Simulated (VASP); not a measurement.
All values below come from SCAN meta-GGA, VASP's PBE PAW potentials (set 64) (plane waves; VASP).

Input for VASP

### INCAR
```
SYSTEM = Os
PREC = Accurate
ENCUT = 520
EDIFF = 1E-7
NELM = 100
ALGO = Normal
LREAL = .FALSE.
LASPH = .TRUE.
ISMEAR = -5
METAGGA = SCAN
LMIXTAU = .TRUE.
LMAXMIX = 6
LWAVE = .FALSE.
LCHARG = .FALSE.
LORBIT = 11
NEDOS = 601
ISIF = 2
```

File KPOINTS_OPT:
```
k-points along high-symmetry lines
6
Line-mode
Reciprocal
  0.000000   0.000000   0.000000 ! GAMMA
  0.000000   0.500000   0.000000 ! M

  0.000000   0.500000   0.000000 ! M
 -0.333333   0.666667   0.000000 ! K

 -0.333333   0.666667   0.000000 ! K
  0.000000   0.000000   0.000000 ! GAMMA

  0.000000   0.000000   0.000000 ! GAMMA
  0.000000   0.000000   0.500000 ! A

  0.000000   0.000000   0.500000 ! A
  0.000000   0.500000   0.500000 ! L

  0.000000   0.500000   0.500000 ! L
 -0.333333   0.666667   0.500000 ! H

 -0.333333   0.666667   0.500000 ! H
  0.000000   0.000000   0.500000 ! A

  0.000000   0.500000   0.500000 ! L
  0.000000   0.500000   0.000000 ! M

 -0.333333   0.666667   0.500000 ! H
 -0.333333   0.666667   0.000000 ! K
```

File KPOINTS:
```
Regular mesh
0
Gamma
  17 17 10
```

### POSCAR
```
Os
1
    1.3592119119    -2.3542237418     0.0000000000
    1.3592119119     2.3542237418     0.0000000000
   -0.0000000000     0.0000000000     4.2749469918
Os
2
Direct
  0.3333330000   0.6666670000   0.2500000000
  0.6666670000   0.3333330000   0.7500000000
```

POTCAR, in this order: Os (PBE.64 set). Program: vasp_std.

Unless said otherwise, spin-orbit coupling is left out, though it shifts the bands of the heavy elements here.

**Question.** Predict the energy per atom (σ→0), band gap (over mesh and band path).

**Answer.** 
The energy per atom (σ→0) is -71.833 eV/atom and the band gap (over mesh and band path) is none (metal, semimetal or under 0.01 eV).

OSZICAR:
```
...
DAV:  29    -0.143665618295E+03    0.14436E-05   -0.54108E-08  2432   0.278E-03    0.353E-04
DAV:  30    -0.143665618882E+03   -0.58721E-06   -0.50552E-09  2388   0.110E-03    0.764E-04
DAV:  31    -0.143665618672E+03    0.21046E-06   -0.75600E-09  2376   0.877E-04    0.177E-04
DAV:  32    -0.143665618318E+03    0.35365E-06   -0.18344E-08  2376   0.146E-03    0.719E-04
DAV:  33    -0.143665618573E+03   -0.25523E-06   -0.27503E-09  2376   0.952E-04    0.471E-05
DAV:  34    -0.143665618534E+03    0.39017E-07   -0.20378E-09  2376   0.580E-04
   1 F= -.14366562E+03 E0= -.14366562E+03  d E =0.000000E+00
       N       E                     dE             ncg
```

The compound is Os in the hcp structure. It was relaxed first.
